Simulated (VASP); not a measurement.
Output of a VASP run:

File OUTCAR:
```
 ion  position               nearest neighbor table
   1  0.815  0.750  0.589-   8 2.48   6 2.52   6 2.52   5 2.65   7 2.66   7 2.66
   2  0.185  0.250  0.411-   7 2.48   5 2.52   5 2.52   6 2.65   8 2.66   8 2.66
   3  0.685  0.250  0.089-   6 2.48   8 2.52   8 2.52   7 2.65   5 2.66   5 2.66
   4  0.315  0.750  0.911-   5 2.48   7 2.52   7 2.52   8 2.65   6 2.66   6 2.66
   5  0.000  0.750  0.191-   4 2.48   2 2.52   2 2.52   1 2.65   3 2.66   3 2.66   8 2.96   8 2.96
                             6 2.97   6 2.97
   6  1.000  0.250  0.809-   3 2.48   1 2.52   1 2.52   2 2.65   4 2.66   4 2.66   7 2.96   7 2.96
                             5 2.97   5 2.97
   7  0.500  0.250  0.691-   2 2.48   4 2.52   4 2.52   3 2.65   1 2.66   1 2.66   6 2.96   6 2.96
                             8 2.97   8 2.97
   8  0.500  0.750  0.309-   1 2.48   3 2.52   3 2.52   4 2.65   2 2.66   2 2.66   5 2.96   5 2.96
                             7 2.97   7 2.97
  LATTYP: Found a simple orthorhombic cell.
 ALAT       =     3.6960040880
 B/A-ratio  =     1.5552680529
 C/A-ratio  =     1.6475571791
 Subroutine PRICEL returns:
 Original cell was already a primitive cell.
 Subroutine GETGRP returns: Found  8 space group operations
The static configuration has the point symmetry S_2 .
 The point group associated with its full space group is D_2h.
The dynamic configuration has the point symmetry S_2 .
 Subroutine INISYM returns: Found  8 space group operations
 Subroutine IBZKPT returns following result:
 Found     45 irreducible k-points:

 Following reciprocal coordinates:
            Coordinates               Weight
  0.000000  0.000000  0.000000      1.000000
  0.200000  0.000000  0.000000      2.000000
  0.400000  0.000000  0.000000      2.000000
  0.000000  0.125000  0.000000      2.000000
  0.200000  0.125000  0.000000      4.000000
  0.400000  0.125000  0.000000      4.000000
  0.000000  0.250000  0.000000      2.000000
  0.200000  0.250000  0.000000      4.000000
  0.400000  0.250000  0.000000      4.000000
  0.000000  0.375000  0.000000      2.000000
  0.200000  0.375000  0.000000      4.000000
  0.400000  0.375000  0.000000      4.000000
  0.000000  0.500000  0.000000      1.000000
  0.200000  0.500000  0.000000      2.000000
  0.400000  0.500000  0.000000      2.000000
  0.000000  0.000000  0.200000      2.000000
  0.200000  0.000000  0.200000      4.000000
  0.400000  0.000000  0.200000      4.000000
  0.000000  0.125000  0.200000      4.000000
  0.200000  0.125000  0.200000      8.000000
  0.400000  0.125000  0.200000      8.000000
  0.000000  0.250000  0.200000      4.000000
  0.200000  0.250000  0.200000      8.000000
  0.400000  0.250000  0.200000      8.000000
  0.000000  0.375000  0.200000      4.000000
  0.200000  0.375000  0.200000      8.000000
  0.400000  0.375000  0.200000      8.000000
  0.000000  0.500000  0.200000      2.000000
  0.200000  0.500000  0.200000      4.000000
  0.400000  0.500000  0.200000      4.000000
  0.000000  0.000000  0.400000      2.000000
  0.200000  0.000000  0.400000      4.000000
  0.400000  0.000000  0.400000      4.000000
  0.000000  0.125000  0.400000      4.000000
  0.200000  0.125000  0.400000      8.000000
  0.400000  0.125000  0.400000      8.000000
  0.000000  0.250000  0.400000      4.000000
  0.200000  0.250000  0.400000      8.000000
  0.400000  0.250000  0.400000      8.000000
  0.000000  0.375000  0.400000      4.000000
   k-points           NKPTS =     45   k-points in BZ     NKDIM =     45   number of bands    NBANDS=     57
   number of dos      NEDOS =    301   number of ions     NIONS =      8
   total plane-waves  NPLWV =  38400
   dimension x,y,z NGX =    40 NGY =   24 NGZ =   40
   dimension x,y,z NGXF=    80 NGYF=   48 NGZF=   80
   ions per type =               4   4
   PREC   = accura    normal or accurate (medium, high low for compatibility)
   ISTART =      0    job   : 0-new  1-cont  2-samecut
   ICHARG =      2    charge: 1-file 2-atom 10-const
   ISPIN  =      1    spin polarized calculation?
   LNONCOLLINEAR =      F non collinear calculations
...
```

**OSZICAR**
```
...
DAV:   3    -0.265301140218E+03    0.10738E-03   -0.36620E-04  6202   0.148E-01    0.454E-02
DAV:   4    -0.265301091530E+03    0.48688E-04   -0.15558E-04  6300   0.827E-02    0.110E-02
DAV:   5    -0.265301117720E+03   -0.26190E-04   -0.61835E-05  5264   0.585E-02    0.647E-03
DAV:   6    -0.265301119897E+03   -0.21777E-05   -0.11548E-05  4582   0.190E-02    0.331E-03
DAV:   7    -0.265301125671E+03   -0.57732E-05   -0.64344E-06  4491   0.131E-02    0.105E-03
DAV:   8    -0.265301127257E+03   -0.15861E-05   -0.11979E-06  3112   0.683E-03    0.555E-04
DAV:   9    -0.265301127826E+03   -0.56883E-06   -0.13118E-07  2624   0.253E-03
   8 F= -.26530113E+03 E0= -.26530131E+03  d E =-.853793E-03
       N       E                     dE             d eps       ncg     rms          rms(c)
DAV:   1    -0.265303969063E+03   -0.28418E-02   -0.29400E-01  6891   0.306E+00    0.375E-01
DAV:   2    -0.265301889366E+03    0.20797E-02   -0.10573E-02  5955   0.778E-01    0.177E-01
DAV:   3    -0.265301509853E+03    0.37951E-03   -0.97814E-04  6955   0.268E-01    0.857E-02
DAV:   4    -0.265301328848E+03    0.18101E-03   -0.38358E-04  6366   0.134E-01    0.226E-02
DAV:   5    -0.265301358857E+03   -0.30009E-04   -0.15215E-04  5479   0.978E-02    0.121E-02
DAV:   6    -0.265301365602E+03   -0.67450E-05   -0.22764E-05  4580   0.262E-02    0.559E-03
DAV:   7    -0.265301361884E+03    0.37182E-05   -0.81500E-06  4459   0.164E-02    0.195E-03
DAV:   8    -0.265301363437E+03   -0.15535E-05   -0.20013E-06  3920   0.817E-03    0.789E-04
DAV:   9    -0.265301362931E+03    0.50650E-06   -0.21058E-07  2639   0.274E-03
   9 F= -.26530136E+03 E0= -.26530155E+03  d E =-.235105E-03
       N       E                     dE             d eps       ncg     rms          rms(c)
DAV:   1    -0.265301553062E+03   -0.18962E-03   -0.16563E-02  6929   0.734E-01    0.886E-02
DAV:   2    -0.265301420377E+03    0.13268E-03   -0.58380E-04  5963   0.185E-01    0.420E-02
DAV:   3    -0.265301395601E+03    0.24776E-04   -0.54322E-05  6978   0.638E-02    0.203E-02
DAV:   4    -0.265301382863E+03    0.12739E-04   -0.21269E-05  6316   0.316E-02    0.534E-03
DAV:   5    -0.265301386582E+03   -0.37193E-05   -0.84772E-06  5279   0.233E-02    0.286E-03
DAV:   6    -0.265301388762E+03   -0.21797E-05   -0.13014E-06  3023   0.641E-03    0.122E-03
DAV:   7    -0.265301390084E+03   -0.13225E-05   -0.45670E-07  2597   0.403E-03    0.416E-04
DAV:   8    -0.265301390604E+03   -0.51924E-06   -0.12741E-07  2573   0.216E-03
  10 F= -.26530139E+03 E0= -.26530157E+03  d E =-.262778E-03
       N       E                     dE             d eps       ncg     rms          rms(c)
DAV:   1    -0.265302046954E+03   -0.65687E-03   -0.25163E-01  6130   0.259E+00    0.230E-01
DAV:   2    -0.265301681392E+03    0.36556E-03   -0.73491E-03  6088   0.603E-01    0.111E-01
DAV:   3    -0.265301541179E+03    0.14021E-03   -0.59608E-04  6305   0.190E-01    0.570E-02
DAV:   4    -0.265301452732E+03    0.88447E-04   -0.22800E-04  5904   0.102E-01    0.151E-02
DAV:   5    -0.265301490518E+03   -0.37786E-04   -0.78374E-05  5311   0.678E-02    0.838E-03
DAV:   6    -0.265301497190E+03   -0.66720E-05   -0.54670E-06  4766   0.163E-02    0.391E-03
DAV:   7    -0.265301499959E+03   -0.27693E-05   -0.24536E-06  4075   0.101E-02    0.112E-03
DAV:   8    -0.265301502231E+03   -0.22719E-05   -0.11072E-06  3004   0.769E-03    0.590E-04
DAV:   9    -0.265301502795E+03   -0.56385E-06   -0.15081E-07  2593   0.286E-03
  11 F= -.26530150E+03 E0= -.26530169E+03  d E =-.112191E-03
```

OUTCAR:
```
------------------------ aborting loop because EDIFF is reached ----------------------------------------
  FORCE on cell =-STRESS in cart. coord.  units (eV):
  Direction    XX          YY          ZZ          XY          YZ          ZX
  --------------------------------------------------------------------------------------
  Total       -0.0098590      0.0201579      0.0128143      0.0000000      0.0000000      0.0000000
  in kB       -0.1204126      0.2461970      0.1565068      0.0000000      0.0000000      0.0000000
  external PRESSURE =       0.0940970 kB  Pullay stress =       0.0000000 kB
  volume of cell :      131.18
      direct lattice vectors                 reciprocal lattice vectors
     5.758220102  0.000000000  0.000000000     0.173664775  0.000000000  0.000000000
    -0.000000000  3.724873723  0.000000000    -0.000000000  0.268465477  0.000000000
     0.000000000  0.000000000  6.116089856     0.000000000  0.000000000  0.163503157
 POSITION                                       TOTAL-FORCE (eV/Angst)
 -----------------------------------------------------------------------------------
      4.68325      2.79366      3.59655         0.007741      0.000000      0.000952
      1.07497      0.93122      2.51954        -0.007741     -0.000000     -0.000952
      3.95408      0.93122      0.53851        -0.007741     -0.000000      0.000952
      1.80414      2.79366      5.57758         0.007741      0.000000     -0.000952
      0.01484      2.79366      1.18030        -0.001843     -0.000000      0.001287
      5.74338      0.93122      4.93579         0.001843      0.000000     -0.001287
      2.86427      0.93122      4.23835         0.001843      0.000000      0.001287
      2.89395      2.79366      1.87774        -0.001843     -0.000000     -0.001287
 -----------------------------------------------------------------------------------
    total drift:                               -0.000000      0.000000     -0.000000
  FREE ENERGIE OF THE ION-ELECTRON SYSTEM (eV)
  ---------------------------------------------------
  free  energy   TOTEN  =      -265.3015027946 eV

  energy  without entropy=     -265.3020715754  energy(sigma->0) =     -265.30169239

 reached required accuracy - stopping structural energy minimisation
```
(Selected blocks of OUTCAR.)

### POSCAR
```
GePt
1
    5.7482770813     0.0000000000     0.0000000000
   -0.0000000000     3.6960040880     0.0000000000
    0.0000000000     0.0000000000     6.0893780693
Ge Pt
4 4
Direct
  0.8151423485   0.7500000000   0.5885642538
  0.1848576515   0.2500000000   0.4114357462
  0.6848576515   0.2500000000   0.0885642538
  0.3151423485   0.7500000000   0.9114357462
  0.0002720421   0.7500000000   0.1908570128
  0.9997279579   0.2500000000   0.8091429872
  0.4997279579   0.2500000000   0.6908570128
  0.5002720421   0.7500000000   0.3091429872
```

Task: Reconstruct the remaining input files.

Result: Several could match; the one computed here: the input of the run itself, r2SCAN meta-GGA, plane waves, VASP's PBE PAW potentials (set 64).

KPOINTS:
```
Regular mesh
0
gamma
  5 8 5
0 0 0
```

### INCAR
```
# general
SYSTEM =GePt
PREC   =Accurate
ENCUT  =400
LREAL  =F
LASPH  =T   # aspherical one-centre terms

# electronic loop
EDIFF  =1E-6
NELM   =100
ALGO   =Normal
LMAXMIX=6
LMIXTAU=T

# smearing
ISMEAR =1   # Methfessel-Paxton
SIGMA  =0.1   # width (eV)

# functional
METAGGA=R2SCAN

# ions
IBRION =2
NSW    =60
ISIF   =3   # ions, shape and volume
EDIFFG =-0.02

# output
LWAVE  =F
LCHARG =F
```

POTCAR, in this order: Ge_d Pt (PBE.64 set). Program: vasp_std.

The structure comes from a computed database's GePt entry (Pnma); how it stands against other phases isn't given here. This run relaxes it. Symmetry was kept, so distortions that lower it aren't found. The start is the result of an earlier pass.
